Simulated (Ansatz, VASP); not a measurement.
# NiHO2 (NiHO2 monolayer): VASP beside Ansatz, part 2 of 3

Aim: how closely do two programs agree when they are given the same cell, functional and k mesh? The cell is taken from a series of runs on this material, whose earlier steps may have relaxed, scaled, displaced or heated it; both programs get it as it stands.

VASP 6.6.1 and Ansatz 0.2.0.

So far: Starting point; Ansatz: single point, PBEsol, DFT+U, pair 1.

**3. VASP: single point, PBEsol, DFT+U, pair 1**

Level of this step: PBEsol, DFT+U (Ni d 1.2 eV), spin-polarised from a ferromagnetic start; plane waves and PAW (Ni, O, H) (VASP).

The same cell, functional, mesh and smearing now go to VASP, with its own data sets.

Lines of VASP's logs that name or quote its potential files are left out, and so is its time.

File INCAR:

```
SYSTEM = NiHO2
PREC = Accurate
ENCUT = 520
EDIFF = 1E-06
NELM = 200
ISMEAR = -1
SIGMA = 0.05
LREAL = .FALSE.
ALGO = Normal
GGA = PS
NBANDS = 54
ISPIN = 2
MAGMOM = 0.85 0.85 0.85 0.04 0.04 0.04 0.03 0.03 0.03 0 0 0
LDAU = .TRUE.
LDAUTYPE = 2
LDAUL = 2 -1 -1
LDAUU = 1.2 0 0
LDAUJ = 0 0 0
LDAUPRINT = 1
LASPH = .TRUE.
LMAXMIX = 4
LORBIT = 11
LWAVE = .FALSE.
LCHARG = .FALSE.
ISIF = 2
GGA_COMPAT = .FALSE.
KPAR = 2
```

File POSCAR:

```
NiHO2
1.0
    2.9785591380      0.0000002890      0.0000000000
   -4.4678394570      7.7385232080      0.0000000000
    0.0000000000      0.0000000000     17.9903920000
Ni O H
3 6 3
Direct
    0.6666670000      0.1111110000      0.4720140000
    0.6666670000      0.4444443333      0.4720140000
    0.6666670000      0.7777776667      0.4720140000
    0.0000003335      0.3333332223      0.4168890000
    0.0000003335      0.6666665557      0.4168890000
    0.0000003335      0.9999998890      0.4168890000
    0.3333336665      0.2222221110      0.5284540000
    0.3333336665      0.5555554443      0.5284540000
    0.3333336665      0.8888887777      0.5284540000
    0.3333336665      0.2222221110      0.5831110000
    0.3333336665      0.5555554443      0.5831110000
    0.3333336665      0.8888887777      0.5831110000
```

File KPOINTS:

```
Automatic mesh
0
Gamma
15 5 1
0 0 0
```

Potentials, in the order of the species: Ni, O and H (PBE family, release 64).

On the command line:

```
> mpirun -np 2 vasp_std
```

Numbers of over 12 decimals in the logs are rounded to 6 here.

Log:

```text
[banner, memory and clock lines left out]
running    2 mpi-ranks, on    1 nodes
 distrk:  each k-point on    1 cores,    2 groups
 distr:  one band on    1 cores,    1 groups

 POSCAR found type information on POSCAR NiO H
 POSCAR found :  3 types and      12 ions
|                                                                             |
|               ----> ADVICE to this user running VASP <----                  |
|                                                                             |
|     You enforced a specific xc type in the INCAR file but a different       |
|     [... a line on the potential file left out ...]
|     I HOPE YOU KNOW WHAT YOU ARE DOING!                                     |
|                                                                             |

 LDA part: xc-table for (Slater+PW92), standard interpolation
 POSCAR, INCAR and KPOINTS ok, starting setup
 FFT: planning ... GRIDC
 FFT: planning ... GRID_SOFT
 FFT: planning ... GRID
 WAVECAR not read
 entering main loop
       N       E                     dE             d eps       ncg     rms          rms(c)
DAV:   1     0.631499340638E+03    0.63150E+03   -0.27611E+04  5192   0.107E+03
DAV:   2     0.426911060158E+02   -0.58881E+03   -0.53159E+03  6160   0.280E+02
DAV:   3    -0.774788526435E+02   -0.12017E+03   -0.11742E+03  6234   0.140E+02
DAV:   4    -0.815878030922E+02   -0.41090E+01   -0.40859E+01  6170   0.319E+01
DAV:   5    -0.816842409670E+02   -0.96438E-01   -0.96357E-01  6356   0.499E+00    0.366E+01
DAV:   6    -0.884492466590E+02   -0.67650E+01   -0.12939E+02  7948   0.125E+02    0.607E+01
DAV:   7    -0.663855144992E+02    0.22064E+02   -0.32530E+01  7316   0.853E+01    0.153E+01
DAV:   8    -0.658470026607E+02    0.53851E+00   -0.10835E+01  7918   0.316E+01    0.970E+00
DAV:   9    -0.654782500810E+02    0.36875E+00   -0.21318E+00  6846   0.858E+00    0.522E+00
DAV:  10    -0.653331435424E+02    0.14511E+00   -0.64191E-01  7656   0.717E+00    0.227E+00
DAV:  11    -0.653355118146E+02   -0.23683E-02   -0.98349E-02  6576   0.315E+00    0.146E+00
DAV:  12    -0.653382610819E+02   -0.27493E-02   -0.99407E-03  6764   0.717E-01    0.739E-01
DAV:  13    -0.653491707743E+02   -0.10910E-01   -0.61737E-03  6570   0.667E-01    0.299E-01
DAV:  14    -0.653547277993E+02   -0.55570E-02   -0.36830E-03  6248   0.308E-01    0.118E-01
[...]
DAV:  24    -0.653649993130E+02   -0.91250E-04   -0.37814E-06  4760   0.970E-03    0.150E-03
DAV:  25    -0.653650381032E+02   -0.38790E-04   -0.16185E-06  4540   0.494E-03    0.173E-03
DAV:  26    -0.653650580274E+02   -0.19924E-04   -0.60088E-07  4234   0.340E-03    0.116E-03
DAV:  27    -0.653650758891E+02   -0.17862E-04   -0.79248E-07  4188   0.327E-03    0.611E-04
DAV:  28    -0.653650812683E+02   -0.53792E-05   -0.19708E-07  4140   0.225E-03    0.573E-04
DAV:  29    -0.653650835213E+02   -0.22530E-05   -0.41544E-08  4188   0.846E-04    0.296E-04
DAV:  30    -0.653650853253E+02   -0.18040E-05   -0.26301E-08  4002   0.562E-04    0.159E-04
DAV:  31    -0.653650860373E+02   -0.71205E-06   -0.55276E-09  4210   0.353E-04
   1 F= -.65365086E+02 E0= -.65345698E+02  d E =-.387753E-01  mag=     3.0000
```

OUTCAR, selected parts (step 3):

```text
ion  position               nearest neighbor table
   1  0.667  0.111  0.472-   6 1.99   6 1.99   4 1.99   7 2.00   7 2.00   9 2.00   2 2.98   3 2.98
                             2 2.98   3 2.98
   2  0.667  0.444  0.472-   4 1.99   4 1.99   5 1.99   8 2.00   8 2.00   7 2.00   1 2.98   1 2.98
                             3 2.98   3 2.98
   3  0.667  0.778  0.472-   5 1.99   5 1.99   6 1.99   9 2.00   9 2.00   8 2.00   1 2.98   1 2.98
                             2 2.98   2 2.98
   4  0.000  0.333  0.417-   2 1.99   2 1.99   1 1.99
   5  0.000  0.667  0.417-   3 1.99   3 1.99   2 1.99
   6  0.000  1.000  0.417-   1 1.99   1 1.99   3 1.99
   7  0.333  0.222  0.528-  10 0.98   1 2.00   1 2.00   2 2.00
   8  0.333  0.556  0.528-  11 0.98   2 2.00   2 2.00   3 2.00
   9  0.333  0.889  0.528-  12 0.98   3 2.00   3 2.00   1 2.00
  10  0.333  0.222  0.583-   7 0.98
  11  0.333  0.556  0.583-   8 0.98
  12  0.333  0.889  0.583-   9 0.98

  LATTYP: Found a base centered orthorhombic cell.
 ALAT       =     2.9785591380
 B/A-ratio  =     5.1961524233
 C/A-ratio  =     6.0399646831

 Subroutine GETGRP returns: Found  2 space group operations
 (whereof  2 operations were pure point group operations)

The static configuration has the point symmetry C_1h.

 Found     24 irreducible k-points:

   k-points           NKPTS =     24   k-points in BZ     NKDIM =     24   number of bands    NBANDS=     54

   dimension x,y,z NGX =    24 NGY =   70 NGZ =  140
   dimension x,y,z NGXF=    48 NGYF=  140 NGZF=  280

   ENCUT  =  520.0 eV  38.22 Ry    6.18 a.u.   5.54 16.61 33.45*2*pi/ulx,y,z

   NELECT =      69.0000    total number of electrons

 k-points in reciprocal lattice and weights: Automatic mesh
   0.00000000  0.00000000  0.00000000       0.013
   0.06666667  0.00000000  0.00000000       0.053
   0.13333333  0.00000000  0.00000000       0.053
   0.20000000  0.00000000  0.00000000       0.053
   0.26666667  0.00000000  0.00000000       0.053
   0.33333333  0.00000000  0.00000000       0.027
   0.40000000  0.00000000  0.00000000       0.053
   0.46666667 -0.00000000  0.00000000       0.053
   0.00000000  0.20000000  0.00000000       0.027
[...]
0.40000000  0.40000000  0.00000000       0.027
  -0.26666667  0.40000000  0.00000000       0.027

atom =   1  type =  1  l = 2

 onsite density matrix

spin component  1

  0.9205 -0.0000 -0.0000 -0.0575 -0.0000
 -0.0000  0.8690 -0.0000  0.0000 -0.0575
 -0.0000 -0.0000  0.9655  0.0000 -0.0000
 -0.0575  0.0000  0.0000  0.8690  0.0000
 -0.0000 -0.0575 -0.0000  0.0000  0.9205

spin component  2

  0.7489 -0.0000 -0.0000 -0.2674 -0.0000
 -0.0000  0.6196 -0.0000  0.0000 -0.2674
 -0.0000 -0.0000  0.9564  0.0000 -0.0000
 -0.2674  0.0000  0.0000  0.6196  0.0000
 -0.0000 -0.2674 -0.0000  0.0000  0.7489

 occupancies and eigenvectors

  o =  0.4092  v =  0.0000  0.0000  0.0000  0.0000  0.0000 -0.0002  0.7859  0.0000 -0.0003  0.6184      0.0000  0.0000  0.0000  0.0000  0.0000  0.0000  0.0000  0.0000  0.0000  0.0000
  o =  0.4092  v =  0.0000  0.0000  0.0000  0.0000  0.0000 -0.6184 -0.0003 -0.0000 -0.7859 -0.0002      0.0000  0.0000  0.0000  0.0000  0.0000  0.0000  0.0000  0.0000  0.0000  0.0000
  o =  0.8318  v =  0.0001 -0.8393 -0.0000  0.0001 -0.5436  0.0000  0.0000  0.0000  0.0000  0.0000      0.0000  0.0000  0.0000  0.0000  0.0000  0.0000  0.0000  0.0000  0.0000  0.0000
  o =  0.8318  v = -0.5436 -0.0001 -0.0000 -0.8393 -0.0001  0.0000  0.0000  0.0000  0.0000  0.0000      0.0000  0.0000  0.0000  0.0000  0.0000  0.0000  0.0000  0.0000  0.0000  0.0000
  o =  0.9564  v =  0.0000  0.0000  0.0000  0.0000  0.0000 -0.0000  0.0000 -1.0000  0.0000 -0.0000      0.0000  0.0000  0.0000  0.0000  0.0000  0.0000  0.0000  0.0000  0.0000  0.0000
  o =  0.9578  v =  0.8393  0.0010  0.0000 -0.5436 -0.0015  0.0000  0.0000  0.0000  0.0000  0.0000      0.0000  0.0000  0.0000  0.0000  0.0000  0.0000  0.0000  0.0000  0.0000  0.0000
  o =  0.9578  v = -0.0015  0.5436 -0.0000  0.0010 -0.8393  0.0000  0.0000  0.0000  0.0000  0.0000      0.0000  0.0000  0.0000  0.0000  0.0000  0.0000  0.0000  0.0000  0.0000  0.0000
  o =  0.9593  v =  0.0000  0.0000  0.0000  0.0000  0.0000  0.7858  0.0044 -0.0000 -0.6184 -0.0055      0.0000  0.0000  0.0000  0.0000  0.0000  0.0000  0.0000  0.0000  0.0000  0.0000
[...]
o =  0.9593  v =  0.0000  0.0000  0.0000  0.0000  0.0000  0.7858  0.0044 -0.0000 -0.6184 -0.0055      0.0000  0.0000  0.0000  0.0000  0.0000  0.0000  0.0000  0.0000  0.0000  0.0000
  o =  0.9593  v =  0.0000  0.0000  0.0000  0.0000  0.0000 -0.0055  0.6184  0.0000  0.0044 -0.7858      0.0000  0.0000  0.0000  0.0000  0.0000  0.0000  0.0000  0.0000  0.0000  0.0000
  o =  0.9655  v = -0.0000  0.0000  1.0000  0.0000 -0.0000  0.0000  0.0000  0.0000  0.0000  0.0000      0.0000  0.0000  0.0000  0.0000  0.0000  0.0000  0.0000  0.0000  0.0000  0.0000

 average (electrostatic) potential at core
       1 -94.2099       2 -94.2099       3 -94.2099       4 -77.6214       5 -77.6214
       6 -77.6214       7 -79.3394       8 -79.3394       9 -79.3394      10 -43.0294
      11 -43.0294      12 -43.0294

 E-fermi :  -2.7049

 spin component 1
 k-point     1 :       0.0000    0.0000    0.0000
  band No.  band energies     occupation
    ...
     31      -4.4123      1.00000
     32      -4.4123      1.00000
     33      -3.8558      1.00000
     34      -3.0185      0.99812
     35      -3.0185      0.99812
     36      -2.2499      0.00011
     37      -2.2499      0.00011
     38      -2.0252      0.00000
     39      -2.0252      0.00000
     40      -1.5871      0.00000
    ...

 k-point     2 :       0.0667    0.0000    0.0000
  band No.  band energies     occupation
    ...
     31      -4.3624      1.00000
     32      -4.2304      1.00000
     33      -3.8078      1.00000
     34      -3.0118      0.99785
     35      -2.9825      0.99614
     36      -2.3312      0.00057
     37      -2.3188      0.00044
     38      -2.1695      0.00002
     39      -2.0533      0.00000
     40      -1.4639      0.00000
    ...

 k-point     3 :       0.1333    0.0000    0.0000
  band No.  band energies     occupation
    ...
     31      -4.2546      1.00000
     32      -4.0456      1.00000
     33      -3.7505      1.00000
     34      -2.9498      0.99260
     35      -2.9334      0.98975
     36      -2.5142      0.02161
     37      -2.4946      0.01469
     38      -2.4865      0.01254
     39      -2.1235      0.00001
     40      -1.1406      0.00000
    ...

 k-point     4 :       0.2000    0.0000    0.0000
  band No.  band energies     occupation
    ...
     32      -4.0456      1.00000
     33      -3.8202      1.00000
     34      -2.9498      0.99260
     35      -2.8969      0.97899
     36      -2.8654      0.96123
     37      -2.6598      0.28880
     38      -2.4946      0.01469
     39      -2.1993      0.00004
     40      -0.6653      0.00000
     41       0.2132      0.00000
    ...

 k-point     5 :       0.2667    0.0000    0.0000
  band No.  band energies     occupation
    ...
     33      -4.1072      1.00000
     34      -3.0209      0.99820
     35      -3.0118      0.99785
     36      -2.8859      0.97396
     37      -2.7683      0.78058
     38      -2.3312      0.00057
     39      -2.2447      0.00010
     40      -0.0572      0.00000
     41       0.3645      0.00000
     42       2.8571      0.00000
    ...

 k-point     6 :       0.3333    0.0000    0.0000
  band No.  band energies     occupation
    ...
     33      -4.2115      1.00000
     34      -3.0185      0.99812
     35      -3.0185      0.99812
     36      -2.8893      0.97559
     37      -2.7988      0.86752
     38      -2.2499      0.00011
     39      -2.2499      0.00011
     40       0.6796      0.00000
     41       0.6796      0.00000
     42       3.7054      0.00000
    ...

  Total       -6.8210800     -6.8215503     -6.6838695     -0.0000000     -0.0000071      0.0000000
  in kB      -26.3547412    -26.3565585    -25.8245982     -0.0000000     -0.0000275      0.0000000
  external PRESSURE =     -26.1786327 kB  Pullay stress =       0.0000000 kB

  energy-cutoff  :      520.00
  volume of cell :      414.67
      direct lattice vectors                 reciprocal lattice vectors
     2.978559138  0.000000289  0.000000000     0.335732781  0.193835455  0.000000000
    -4.467839457  7.738523208  0.000000000    -0.000000013  0.129223615  0.000000000
     0.000000000  0.000000000 17.990392000     0.000000000  0.000000000  0.055585226

 POSITION                                       TOTAL-FORCE (eV/Angst)
 -----------------------------------------------------------------------------------
      1.48928      0.85984      8.49172         0.000000     -0.000009     -1.740908
      0.00000      3.43934      8.49172         0.000000     -0.000009     -1.740908
     -1.48928      6.01885      8.49172         0.000000     -0.000009     -1.740908
     -1.48928      2.57951      7.50000        -0.000000      0.000005      1.794694
     -2.97856      5.15901      7.50000        -0.000000      0.000005      1.794694
     -4.46784      7.73852      7.50000        -0.000000      0.000005      1.794694
      0.00000      1.71967      9.50709         0.000000     -0.000002      0.198966
     -1.48928      4.29918      9.50709         0.000000     -0.000002      0.198966
     -2.97856      6.87869      9.50709         0.000000     -0.000002      0.198966
      0.00000      1.71967     10.49040        -0.000000      0.000006     -0.252753
     -1.48928      4.29918     10.49040        -0.000000      0.000006     -0.252753
     -2.97856      6.87869     10.49040        -0.000000      0.000006     -0.252753
 -----------------------------------------------------------------------------------
    total drift:                               -0.010556     -0.000084     -0.001117

  FREE ENERGIE OF THE ION-ELECTRON SYSTEM (eV)
  ---------------------------------------------------
  free  energy   TOTEN  =       -65.3650860373 eV

  energy  without entropy=      -65.3263107335  energy(sigma->0) =      -65.34569839

 total charge
# of ion       s       p       d       tot
------------------------------------------
    1        0.401   0.535   8.210   9.147
    2        0.401   0.535   8.210   9.147
    3        0.401   0.535   8.210   9.147
    4        1.586   3.232   0.000   4.819
    5        1.586   3.232   0.000   4.819
    6        1.586   3.232   0.000   4.819
    7        1.561   3.517   0.000   5.078
    8        1.561   3.517   0.000   5.078
    9        1.561   3.517   0.000   5.078
   10        0.612   0.112   0.000   0.725
   11        0.612   0.112   0.000   0.725
   12        0.612   0.112   0.000   0.725
--------------------------------------------------
tot         12.482  22.192  24.631  59.305

 magnetization (x)
# of ion       s       p       d       tot
------------------------------------------
    1        0.000   0.003   0.852   0.856
    2        0.000   0.003   0.852   0.856
    3        0.000   0.003   0.852   0.856
    4        0.006   0.037   0.000   0.043
    5        0.006   0.037   0.000   0.043
    6        0.006   0.037   0.000   0.043
    7        0.020   0.030   0.000   0.050
    8        0.020   0.030   0.000   0.050
    9        0.020   0.030   0.000   0.050
   10        0.006   0.001   0.000   0.006
   11        0.006   0.001   0.000   0.006
   12        0.006   0.001   0.000   0.006
--------------------------------------------------
tot          0.094   0.213   2.556   2.863

[... 6 further parts left out ...]
```

**4. Comparison**

Known differences besides the potentials themselves: VASP starts from the moments at which Ansatz ended; U acts on the PAW sphere in VASP and on atomic orbitals in Ansatz, so only states and trends compare; the data sets hold 93 valence electrons in Ansatz (on its default PAW (the set named soft_2) files) and 69 in VASP; the cutoff is 420 eV in Ansatz and 520 eV in VASP; Ansatz makes its cores anew for this functional, VASP keeps those of its PBE data sets; site moments are counted in spheres of each program's own size. Total energies have different zeros and are not compared.

Both answers:

```tsv
quantity	Ansatz	VASP	difference
total moment (μB)	3.00	3.00	0.00
moment on Ni1 (μB)	0.85	0.86	0.00
moment on Ni2 (μB)	0.85	0.86	0.00
moment on Ni3 (μB)	0.85	0.86	0.00
```

With vacuum in the cell, a pressure given here is an average over mostly empty space and none of the material.

**5. Ansatz: single point, PBEsol, DFT+U, pair 2**

A single point gives forces, pressure and levels at one fixed geometry, so differences don't come from the geometry; what else differs is listed under the comparison.

The cell is taken from a series of runs on this material, whose earlier steps may have relaxed, scaled, displaced or heated it; both programs get it as it stands.

File input.yaml:

```yaml
crystal:
  lattice:
    - [2.978559138, 2.89e-07, 0.0]
    - [-4.467839457, 7.738523208, 0.0]
    - [0.0, 0.0, 17.990392]
  atoms:
    - { symbol: Ni, position: [0.666667, 0.111111, 0.472014], spin: 2.0 }
    - { symbol: Ni, position: [0.666667, 0.444444333, 0.472014], spin: 2.0 }
    - { symbol: Ni, position: [0.666667, 0.777777667, 0.472014], spin: -2.0 }
    - { symbol: O, position: [3.33e-07, 0.333333222, 0.416889] }
    - { symbol: O, position: [3.33e-07, 0.666666556, 0.416889] }
    - { symbol: O, position: [3.33e-07, 0.999999889, 0.416889] }
    - { symbol: O, position: [0.333333667, 0.222222111, 0.528454] }
    - { symbol: O, position: [0.333333667, 0.555555444, 0.528454] }
    - { symbol: O, position: [0.333333667, 0.888888778, 0.528454] }
    - { symbol: H, position: [0.333333667, 0.222222111, 0.583111] }
    - { symbol: H, position: [0.333333667, 0.555555444, 0.583111] }
    - { symbol: H, position: [0.333333667, 0.888888778, 0.583111] }
magnetization:
  spin_polarized: true
kpoints:
  mp_grid: { grid: [15, 5, 1] }
hamiltonian:
  xc: pbesol
  hubbard:
    sites:
      - { species: Ni, l: d, u_eff: 1.2 }
      - { site: 0, l: d, u_eff: 1.2, starting_ns: [{ spin: up, occupation_matrix: ni1_major }, { spin: down, occupation_matrix: ni1_minor }] }
      - { site: 1, l: d, u_eff: 1.2, starting_ns: [{ spin: up, occupation_matrix: ni1_major }, { spin: down, occupation_matrix: ni1_minor }] }
      - { site: 2, l: d, u_eff: 1.2, starting_ns: [{ spin: up, occupation_matrix: ni1_minor }, { spin: down, occupation_matrix: ni1_major }] }
    projectors: ortho-atomic
    occupation_matrices:
      ni1_major:
        matrix:
          - [0.993, 0.0, 0.0, 0.0, 0.0]
          - [0.0, 0.875, 0.0, 0.0, 0.079]
          - [0.0, 0.0, 0.875, 0.079, 0.0]
          - [0.0, 0.0, 0.079, 0.928, 0.0]
          - [0.0, 0.079, 0.0, 0.0, 0.928]
      ni1_minor:
        matrix:
          - [0.987, 0.0, 0.0, 0.0, 0.0]
          - [0.0, 0.629, 0.0, 0.0, 0.283]
          - [0.0, 0.0, 0.629, 0.283, 0.0]
          - [0.0, 0.0, 0.283, 0.763, 0.0]
          - [0.0, 0.283, 0.0, 0.0, 0.763]
scf:
  occupations: { method: fermi_dirac, width: 0.05 }
output:
  eigenvalues: true
```

On the command line:

```
> ansatz run input.yaml --threads 4 --pin off --max-ram 8192MiB --backend cpu --events-out ev --progress --plain --runs-dir out
```

Log:

```text
[...]
Crystal: 12 atoms, lattice volume = 414.672 Å³
Basis set: ecut = 420 eV, 8005 PW (Γ)
Bands: 62, of which v1, the nominal top of the filled ones, is band 47 counted from 1 (46 counted from 0)
Symmetry: 2 space group operations
[...]
k-points: 24 of 75 (time reversal used)
[...]
Starting moments: Σ|m| = 6 μB on 3 of 12 sites
[...]
k-point 1 ↑: bands = [... 43 lower, -2.8062, -2.5064, -1.8701, -1.4052, -1.1606, -1.0189, -0.4491, -0.2491, ... 11 higher]
  k-point 2 ↑: bands = [... 43 lower, -2.6876, -2.3949, -1.7732, -1.5083, -1.1213, -1.0617, -0.5302, 0.0154, ... 11 higher]
  k-point 23 ↓: bands = [... 43 lower, -2.8066, -2.6863, -1.7577, -1.4339, -0.6196, -0.4581, -0.2471, -0.1953, ... 11 higher]
Occupation matrices written to <dir>
[key lines of the parts left out:]
SCF converged after 45 iterations
Magnetization: 0.8808 μB (46.9404 up, 46.0596 down)
Free energy (F): -20817.627491 eV
Fermi energy:    -1.557580 eV
```

(Part 2 of 3 ends here.)

[Lines on the potential files, build, host, timing and source positions are cut from VASP's logs without a mark.]

[Logs are printed without paths, hosts, clocks, repeated set-up lines and the standing remarks that a program may print on its own settings, such as how far it seeks lower states.]

[Hosts, paths, dates, database ids (printed as entryN), source tags and the programs' standing remarks are cut or masked in the printed files.]
